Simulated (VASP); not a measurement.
Calculation: PBE GGA, VASP's PBE PAW potentials (set 64) (plane waves; VASP).

VASP ran on this input.

KPOINTS:
```
Automatic mesh
0
Gamma
10 10 10
0 0 0
```

### INCAR
```
LREAL=.False.   ! projection in real space or not
GGA=PE
SYSTEM=AlN
PREC=Accurate
IBRION=2   ! conjugate gradients
PSTRESS=50   ! kbar
NELM=100
EDIFFG=-0.01
ALGO=Normal
LCHARG=.False.
LASPH=.True.   ! aspherical one-centre terms
EDIFF=1E-7
NSW=40
ISIF=3   ! ions, shape and volume
ISMEAR=0
SIGMA=0.05   ! width (eV)
LWAVE=.False.
ENCUT=600
```

**POSCAR**
```
AlN
1.0
  0.0000000000   2.1822014851   2.1822014851
  2.1822014851   0.0000000000   2.1822014851
  2.1822014851   2.1822014851   0.0000000000
Al N
1 1
Cartesian
  0.0000000000   0.0000000000   0.0000000000
  1.0911007425   1.0911007425   1.0911007425
```

POTCAR, in this order: Al N (PBE.64 set). Program: vasp_std.

What VASP printed:

### OSZICAR
```
       N       E                     dE             d eps       ncg     rms          rms(c)
DAV:   1     0.140716701441E+02    0.14072E+02   -0.43840E+03   784   0.939E+02
DAV:   2    -0.165519758657E+02   -0.30624E+02   -0.28620E+02  1048   0.165E+02
DAV:   3    -0.172241964661E+02   -0.67222E+00   -0.67222E+00   928   0.290E+01
DAV:   4    -0.172259494018E+02   -0.17529E-02   -0.17529E-02  1144   0.139E+00
DAV:   5    -0.172259545921E+02   -0.51902E-05   -0.51902E-05   896   0.524E-02    0.863E+00
DAV:   6    -0.148563359400E+02    0.23696E+01   -0.13519E+01   872   0.249E+01    0.292E+00
DAV:   7    -0.148463906428E+02    0.99453E-02   -0.10939E-01   800   0.339E+00    0.198E+00
DAV:   8    -0.148405823432E+02    0.58083E-02   -0.18574E-02   824   0.199E+00    0.400E-01
DAV:   9    -0.148402835114E+02    0.29883E-03   -0.77986E-04  1080   0.235E-01    0.205E-01
DAV:  10    -0.148403886377E+02   -0.10513E-03   -0.30157E-04   816   0.149E-01    0.415E-02
DAV:  11    -0.148403847662E+02    0.38715E-05   -0.13083E-05   904   0.280E-02    0.149E-02
DAV:  12    -0.148403849996E+02   -0.23338E-06   -0.14384E-06   824   0.120E-02    0.958E-04
DAV:  13    -0.148403850146E+02   -0.15025E-07   -0.20681E-08   576   0.135E-03
   1 F= -.14191789E+02 E0= -.14191789E+02  d E =-.141918E+02
```

### OUTCAR
```
------------------------ aborting loop because EDIFF is reached ----------------------------------------
  FORCE on cell =-STRESS in cart. coord.  units (eV):
  Direction    XX          YY          ZZ          XY          YZ          ZX
  --------------------------------------------------------------------------------------
  Total        0.6486702      0.6486702      0.6486702      0.0000000     -0.0000000      0.0000000
  in kB       50.0057585     50.0057585     50.0057585      0.0000000     -0.0000000      0.0000000
  external PRESSURE =       0.0057585 kB  Pullay stress =      50.0000000 kB
  volume of cell :       20.78
      direct lattice vectors                 reciprocal lattice vectors
     0.000000000  2.182201485  2.182201485    -0.229126414  0.229126414  0.229126414
     2.182201485  0.000000000  2.182201485     0.229126414 -0.229126414  0.229126414
     2.182201485  2.182201485  0.000000000     0.229126414  0.229126414 -0.229126414
  FREE ENERGIE OF THE ION-ELECTRON SYSTEM (eV)
  ---------------------------------------------------
  free  energy   TOTEN  =       -14.8403850146 eV

  energy  without entropy=      -14.8403850146  energy(sigma->0) =      -14.84038501
  enthalpy is  TOTEN    =       -14.1917894737 eV   P V=        0.6485955409

 reached required accuracy - stopping structural energy minimisation
```
(Selected blocks of OUTCAR.)

The compound is AlN in the zinc blende structure, a metastable form; wurtzite is the usual one. It was relaxed first under an external pressure of 5 GPa.
